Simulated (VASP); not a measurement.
SnTe:

```xyz
2
Lattice="0.0000 3.1509 3.1509 3.1509 0.0000 3.1509 3.1509 3.1509 0.0000" Properties=species:S:1:pos:R:3 pbc="T T T"
Sn    0.0000    0.0000    0.0000
Te    3.1509    3.1509    3.1509
```

```yaml
Program: VASP 6.6.1
Task: relaxation of cell and atoms
Functional: PBE
Potentials_or_basis: VASP PAW PBE potentials, release 64 (Sn_d, Te)
Cutoff: 520 eV
k_mesh: 8 × 8 × 8
Occupations: gaussian, width 1 eV
Spin: no spin polarisation
```

At the start: pressure 2.1 GPa; volume 31.28 Å³/atom.

Q: How do energy, volume and symmetry change on relaxing?

A: Over 3 steps the energy falls by 9.5 meV/atom and the volume is 32.81 Å³/atom (+4.9 %); space group Fm-3m (No. 225, to 0.05 Å).

Step by step:
```tsv
step	energy change (eV)	largest force (eV/Å)	pressure (GPa)	volume (Å³)
1	0.0000	0.0000	2.09	62.56
2	-0.0181	0.0000	-0.41	66.33
3	-0.0191	0.0000	0.00	65.62
```

Final structure:
```
Sn Te
1.0
     0.00000    3.20133    3.20133
     3.20133    0.00000    3.20133
     3.20133    3.20133    0.00000
Sn Te
1 1
Direct
  0.00000 0.00000 0.00000
  0.50000 0.50000 0.50000
```
